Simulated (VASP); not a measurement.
Output of a VASP run:

**OSZICAR**
```
       N       E                     dE             d eps       ncg     rms          rms(c)
DAV:   1     0.109567254057E+03    0.10957E+03   -0.11032E+04  2444   0.159E+03
DAV:   2    -0.416414328963E+02   -0.15121E+03   -0.14672E+03  2794   0.370E+02
DAV:   3    -0.492748049658E+02   -0.76334E+01   -0.75510E+01  4141   0.715E+01
DAV:   4    -0.494597909179E+02   -0.18499E+00   -0.18470E+00  3168   0.102E+01
DAV:   5    -0.494642341666E+02   -0.44432E-02   -0.44429E-02  3818   0.127E+00    0.233E+01
DAV:   6    -0.405152629992E+02    0.89490E+01   -0.82287E+00  3265   0.263E+01    0.769E+00
DAV:   7    -0.404279917745E+02    0.87271E-01   -0.95228E-01  3022   0.108E+01    0.152E+00
DAV:   8    -0.403351161579E+02    0.92876E-01   -0.92382E-01  2987   0.977E+00    0.100E+00
DAV:   9    -0.404607762589E+02   -0.12566E+00   -0.39880E-02  3351   0.225E+00    0.799E-01
DAV:  10    -0.405832669527E+02   -0.12249E+00   -0.95396E-02  2884   0.380E+00    0.223E-01
DAV:  11    -0.406063161655E+02   -0.23049E-01   -0.46241E-03  3151   0.749E-01    0.155E-01
DAV:  12    -0.406212424208E+02   -0.14926E-01   -0.37072E-02  2614   0.192E+00    0.192E-01
DAV:  13    -0.406282916854E+02   -0.70493E-02   -0.34299E-03  3086   0.562E-01    0.103E-01
DAV:  14    -0.406305022679E+02   -0.22106E-02   -0.69223E-04  2764   0.254E-01    0.221E-02
DAV:  15    -0.406312353544E+02   -0.73309E-03   -0.58526E-04  2804   0.235E-01    0.193E-02
DAV:  16    -0.406312476955E+02   -0.12341E-04   -0.25002E-05  3506   0.491E-02    0.957E-03
DAV:  17    -0.406312422074E+02    0.54881E-05   -0.48255E-06  3154   0.186E-02    0.435E-03
DAV:  18    -0.406312494196E+02   -0.72122E-05   -0.49546E-06  2659   0.263E-02    0.235E-03
DAV:  19    -0.406312503273E+02   -0.90775E-06   -0.53080E-07  2874   0.103E-02    0.177E-03
DAV:  20    -0.406312501978E+02    0.12950E-06   -0.13986E-07  1768   0.457E-03    0.203E-03
DAV:  21    -0.406312504837E+02   -0.28588E-06   -0.60317E-08  1352   0.258E-03    0.307E-04
DAV:  22    -0.406312505699E+02   -0.86192E-07   -0.47627E-08  1292   0.249E-03
   1 F= -.40631251E+02 E0= -.40631198E+02  d E =-.156699E-03
```

File OUTCAR:
```
------------------------ aborting loop because EDIFF is reached ----------------------------------------
  FORCE on cell =-STRESS in cart. coord.  units (eV):
  Direction    XX          YY          ZZ          XY          YZ          ZX
  --------------------------------------------------------------------------------------
  Total        0.0091923      0.0091923     -0.0115475      0.0000000     -0.0000000      0.0000000
  in kB        0.4770358      0.4770359     -0.5992602      0.0000000     -0.0000000      0.0000000
  external PRESSURE =       0.1182705 kB  Pullay stress =       0.0000000 kB
  volume of cell :       30.87
      direct lattice vectors                 reciprocal lattice vectors
     1.583040673 -2.741907344  0.000000000     0.315847854 -0.182354813  0.000000000
     1.583040673  2.741907344  0.000000000     0.315847854  0.182354813  0.000000000
     0.000000000  0.000000000  3.556392491     0.000000000  0.000000000  0.281183813
 POSITION                                       TOTAL-FORCE (eV/Angst)
 -----------------------------------------------------------------------------------
      0.00000      0.00000      0.00000        -0.000000     -0.000000      0.174019
      1.58304      0.91397      1.77820         0.000000      0.000000      0.063458
      1.58304     -0.91397      1.80320        -0.000000     -0.000000     -0.237478
 -----------------------------------------------------------------------------------
    total drift:                               -0.000000     -0.000000      0.000006
  FREE ENERGIE OF THE ION-ELECTRON SYSTEM (eV)
  ---------------------------------------------------
  free  energy   TOTEN  =       -40.6312505699 eV

  energy  without entropy=      -40.6310938704  energy(sigma->0) =      -40.63119834
```
(Selected blocks of OUTCAR.)

### POSCAR
```
ZrB2
1
    1.5830406730    -2.7419073441     0.0000000000
    1.5830406730     2.7419073441     0.0000000000
    0.0000000000    -0.0000000000     3.5563924914
Zr B
1 2
Direct
  1.0000000000   1.0000000000   0.0000000000
  0.3333330000   0.6666670000   0.5000000000
  0.6666670000   0.3333330000   0.5070295953
```

**Question.** Reconstruct the remaining input files.

**Answer.** One answer among several that fit: the input of the run itself, r2SCAN meta-GGA, plane waves, VASP's PBE PAW potentials (set 64).

### INCAR
```
LASPH=T
NELM=100   # most electronic steps
SYSTEM=ZrB2
ENCUT=600
EDIFF=1E-7   # SCF stop (eV)
ALGO=Normal   # blocked Davidson
METAGGA=R2SCAN
ISMEAR=1
LMAXMIX=4   # l cut-off of mixed one-centre charges
LMIXTAU=T
LCHARG=F
PREC=Accurate
LREAL=F   # projection in real space or not
SIGMA=0.1
ISIF=2
LWAVE=F
```

KPOINTS:
```
Automatic mesh
0
Gamma
10 10 8
0 0 0
```

POTCAR, in this order: Zr_sv B (PBE.64 set). Program: vasp_std.

The compound is ZrB2 in the AlB2 type structure. This cell was strained or had an atom moved on purpose.
